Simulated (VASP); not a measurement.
Input of a VASP 6.6.1 run:

File INCAR:

```
SYSTEM = Ga3BSb2
  ALGO = Normal
  EDIFF = 1E-7
  EDIFFG = -0.005
  ENCUT = 520
  GGA = PE
  IBRION = 2
  ISIF = 3
  ISMEAR = 0
  KPAR = 4
  LASPH = .True.
  LCHARG = .False.
  LREAL = .False.
  LWAVE = .False.
  NELM = 120
  NSW = 60
  POTIM = 0.3
  PREC = Accurate
  SIGMA = 0.1
```

File KPOINTS:

```
k-points
0
Gamma
  10 10 4
  0 0 0
```

Contents of POSCAR:

```
Ga3BSb2                                 
1.0
    3.5336892818      0.0000000000      0.0000000000
   -1.7668446409      3.0602646859     -0.0000000000
    0.0000000000     -0.0000000000     11.3128267742
  Ga              B               Sb            
     3     1     2
Direct
     0.6666666699999979    0.3333333300000021    0.0260758430492335
     0.6666666699999979    0.3333333300000021    0.4219428001454215
     0.0000000000000000    0.0000000000000000    0.5923498676450683
     0.0000000000000000    0.0000000000000000    0.9175793273173608
     0.3333333300000021    0.6666666699999979    0.8090150443403266
     0.3333333300000021    0.6666666699999979    0.2330371175025961
```

Potentials or basis: VASP PAW PBE potentials, release 64 (Ga_d, B, Sb).

Run with:

```console
$ cat potpaw_PBE.64/Ga_d/POTCAR potpaw_PBE.64/B/POTCAR potpaw_PBE.64/Sb/POTCAR > POTCAR
$ mpirun -np 4 vasp_std > vasp.out
```

**Question.** Predict the space group after relaxing (to 0.05 Å).

**Answer.** P3m1 (No. 156).

**Question.** What does it give for the band gap on the k mesh?

**Answer.** None (metal or under the smearing width).

**Question.** What does it give for the relaxed volume?

**Answer.** 20.39 Å³/atom.

Final structure:
```
Ga B Sb
1.0
     3.53410    0.00000    0.00000
    -1.76705    3.06062    0.00000
     0.00000    0.00000   11.31271
Ga B Sb
3 1 2
Direct
  0.66667 0.33333 0.02610
  0.66667 0.33333 0.42195
  0.00000 0.00000 0.59233
  0.00000 0.00000 0.91762
  0.33333 0.66667 0.80902
  0.33333 0.66667 0.23299
```

Spin-orbit coupling is left out, which matters for the levels of Sb.
